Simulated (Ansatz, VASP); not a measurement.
# Y in two plane-wave programs, part 2 of 2

Aim: how closely do two programs agree when they are given the same cell, functional and k mesh? The cell is taken from a series of runs on this material, whose earlier steps may have relaxed, scaled, displaced or heated it; both programs get it as it stands.

VASP 6.6.1 and Ansatz 0.2.0.

So far: Starting point; Ansatz: zone-centre phonons, LDA, pair 1; VASP: zone-centre phonons, LDA, pair 1; Comparison.

**5. VASP: zone-centre phonons, LDA, pair 2**

Level of this step: LDA; plane waves and PAW (Y_sv) (VASP).

Second derivatives magnify differences that forces hide, and they need a tight electronic threshold. The cell compared in this pair holds 61.52 Å³, against 60.85 Å³ for the pair before.

Contents of INCAR:

```
SYSTEM = Y
PREC = Accurate
ENCUT = 500
EDIFF = 1E-08
NELM = 120
ISMEAR = 1
SIGMA = 0.2
LREAL = .FALSE.
ALGO = Normal
GGA = CA
NBANDS = 17
LASPH = .TRUE.
LORBIT = 11
LWAVE = .FALSE.
LCHARG = .FALSE.
ISIF = 2
IBRION = 8
GGA_COMPAT = .FALSE.
KPAR = 2
```

Contents of POSCAR:

```
Y
1.0
    3.6131800809      0.0000000000      0.0000000000
   -1.8065900405      3.1291057385      0.0000000000
    0.0000000000      0.0000000000      5.4411681231
Y
2
Direct
    0.3333333333      0.6666666667      0.2500000000
    0.6666666667      0.3333333333      0.7500000000
```

Contents of KPOINTS:

```
Automatic mesh
0
Gamma
15 15 8
0 0 0
```

PAW data sets: Y_sv (LDA family, release 64).

Command:

```sh
> mpirun -np 2 vasp_std
```

Numbers of over 12 decimals in the logs are rounded to 6 here.

Log:

```text
[... set-up lines as in an earlier step ...]
 entering main loop
       N       E                     dE             d eps       ncg     rms          rms(c)
DAV:   1     0.856822999788E+02    0.85682E+02   -0.11307E+04  4606   0.120E+03
DAV:   2    -0.707963119831E+01   -0.92762E+02   -0.91406E+02  5753   0.264E+02
DAV:   3    -0.141134920625E+02   -0.70339E+01   -0.69787E+01  8220   0.437E+01
DAV:   4    -0.142726413778E+02   -0.15915E+00   -0.15907E+00  5521   0.697E+00
[...]
DAV:  12    -0.138791787580E+02    0.87543E-06   -0.61957E-06  5345   0.204E-02    0.130E-02
DAV:  13    -0.138791785985E+02    0.15947E-06   -0.41002E-07  6005   0.534E-03    0.369E-04
DAV:  14    -0.138791786027E+02   -0.41487E-08   -0.10572E-08  4327   0.650E-04
   1 F= -.13879179E+02 E0= -.13879354E+02  d E =0.525252E-03
 Linear response reoptimize wavefunctions to high precision
DAV:   1    -0.138791786037E+02   -0.97816E-09   -0.27485E-09  4460   0.329E-04
DAV:   2    -0.138791786037E+02   -0.24556E-10   -0.25596E-10  3114   0.116E-04
 Linear response DOF=           2
 Linear response progress:
[...]
RMM:  16    -0.253439814259E+00    0.13251E-06   -0.71360E-06 48472   0.141E-03    0.421E-04
RMM:  17    -0.253439430636E+00    0.38362E-06   -0.54838E-06 48422   0.127E-03    0.376E-04
RMM:  18    -0.253439582820E+00   -0.15218E-06   -0.44398E-06 48336   0.114E-03    0.441E-04
 first order change of Fermi-energy   0.32541E-04
 force on displaced ion       1 direction 1 :  -1.440   0.000   0.000
 Linear response progress:
  Degree of freedom:   2/  2
       N       E                     dE             d eps       ncg     rms          rms(c)
RMM:   1    -0.300865041748E+00   -0.30087E+00    0.42046E+00  7684   0.107E+01
RMM:   2    -0.291792203647E+00    0.90728E-02   -0.20103E-01 11387   0.196E+00    0.328E-01
RMM:   3    -0.294302798244E+00   -0.25106E-02   -0.14554E-02 12695   0.577E-01    0.179E-01
RMM:   4    -0.295075761981E+00   -0.77296E-03   -0.21842E-03 14492   0.227E-01    0.511E-02
[...]
RMM:  17    -0.294676572360E+00   -0.18851E-07   -0.49311E-07 15920   0.772E-04    0.715E-04
RMM:  18    -0.294676498118E+00    0.74242E-07   -0.22877E-07 15814   0.713E-04    0.680E-04
RMM:  19    -0.294676475407E+00    0.22711E-07   -0.16994E-07 15922   0.662E-04    0.675E-04
 first order change of Fermi-energy   0.24675E-04
 force on displaced ion       1 direction 3 :   0.000   0.000  -4.378
 Linear response finished
```

OUTCAR, selected parts (step 5):

```text
  Total       -0.7044860     -0.7044860     -0.0482112      0.0000000      0.0000000      0.0000000
  in kB      -18.3476728    -18.3476728     -1.2556146      0.0000000      0.0000000      0.0000000
  external PRESSURE =     -12.6503201 kB  Pullay stress =       0.0000000 kB

 POSITION                                       TOTAL-FORCE (eV/Angst)
 -----------------------------------------------------------------------------------
     -0.00000      2.08607      1.36029        -0.000000      0.000000      0.000000
      1.80659      1.04304      4.08088         0.000000     -0.000000      0.000000
 -----------------------------------------------------------------------------------
    total drift:                               -0.000000      0.000000     -0.000000

[... 1 part as in an earlier step ...]

[... 1 further part left out ...]
```

**6. Ansatz: zone-centre phonons, LDA, pair 2**

The same cell, functional (in two slightly different forms), mesh and smearing now go to Ansatz, which takes its cutoff from its data sets.

The cell is taken from a series of runs on this material, whose earlier steps may have relaxed, scaled, displaced or heated it; both programs get it as it stands.

Contents of input.yaml:

```yaml
crystal:
  lattice:
    - [3.6131800809, 0.0, 0.0]
    - [-1.8065900405, 3.1291057385, 0.0]
    - [0.0, 0.0, 5.4411681231]
  atoms:
    - { symbol: "Y", position: [0.3333333333, 0.6666666667, 0.25] }
    - { symbol: "Y", position: [0.6666666667, 0.3333333333, 0.75] }
kpoints:
  mp_grid: { grid: [15, 15, 8] }
hamiltonian:
  xc: lda
  pseudopotentials: { kind: paw, azcp: { folder: soft_1 }, xc_functional: pbe }
scf:
  occupations: { method: methfessel_paxton, width: 0.2 }
output:
  eigenvalues: true
phonons:
  method: dfpt
```

Command:

```sh
> ansatz run input.yaml --threads 4 --pin off --max-ram 10240MiB --backend cpu --events-out ev --progress --plain --runs-dir out
```

Log:

```text
[...]
Crystal: 2 atoms, lattice volume = 61.518 Å³
Basis set: ecut = 420 eV, 1183 PW (Γ), exchange–correlation on 50×50×80 points (8 copies of the dense FFT grid, shifted against one another)
Bands: 15, of which v1, the nominal top of the filled ones, is band 11 counted from 1 (10 counted from 0)
Symmetry: 24 space group operations
k-points: 320 of 1800 (irreducible under 4 space group operations, time reversal used)
[...]
k-point 1: bands = [... 7 lower, -12.1893, 5.2620, 7.9185, 11.1701, 11.4621, 11.4621, 12.1452, 12.1735]
  k-point 2: bands = [... 7 lower, -12.2514, 5.6007, 7.7415, 10.8803, 11.3354, 11.3354, 11.8287, 11.8995]
  k-point 319: bands = [... 7 lower, -12.2997, 8.5067, 8.5067, 10.0420, 10.0420, 10.6556, 10.6556, 12.4558]
[...]
ASR residual: 3.462e-5 → 0.000e0 eV/Å²; symmetrization residual: 1.754e-10 eV/Å²
  ASR residual per site (eV/Å²): 3.46e-5 3.46e-5
  Γ frequencies (cm⁻¹): 0.00 0.00 0.00 93.77 93.77 164.11
[...]
[key lines of the parts left out:]
SCF converged after 8 iterations
Free energy (F): -7491.138777 eV
Fermi energy:    9.864243 eV
```

**7. Side by side**

The two programs side by side:

| quantity | Ansatz | VASP | difference |
| --- | --- | --- | --- |
| optical mode 1 to 2 (cm⁻¹) | 93.8 | 93.9 | -0.11 % |
| optical mode 3 (cm⁻¹) | 164.1 | 163.6 | +0.28 % |

Modes are paired by rising frequency, not by their patterns, so a pair may set unlike modes beside each other; they are those without the splitting of longitudinal modes.

**8. Summary of results**

```yaml
r_m_s_difference_of_the_optical_zone_centre_modes_each_program_s_sorted_by_frequency_zone_centre_phonons_lda_pair_1: 0.63 cm⁻¹
difference_in_optical_mode_3_zone_centre_phonons_lda_pair_1: +0.9 %
r_m_s_difference_of_the_optical_zone_centre_modes_each_program_s_sorted_by_frequency_zone_centre_phonons_lda_pair_2: 0.28 cm⁻¹
```

**Reading.** The r.m.s. difference of the optical zone-centre modes, each program's sorted by frequency is 0.63 cm⁻¹ (zone-centre phonons, LDA, pair 1). Among the rows given in per cent, the largest difference of the zone-centre phonons, LDA, pair 1 pair is in optical mode 3, +0.9 %. How closely two codes agree says nothing of how well the functional describes the real material.

[Lines on the potential files, build, host, timing and source positions are cut from VASP's logs without a mark.]

[Logs are printed without paths, hosts, clocks, repeated set-up lines and the standing remarks that a program may print on its own settings, such as how far it seeks lower states.]

[Hosts, paths, dates, database ids (printed as entryN), source tags and the programs' standing remarks are cut or masked in the printed files.]
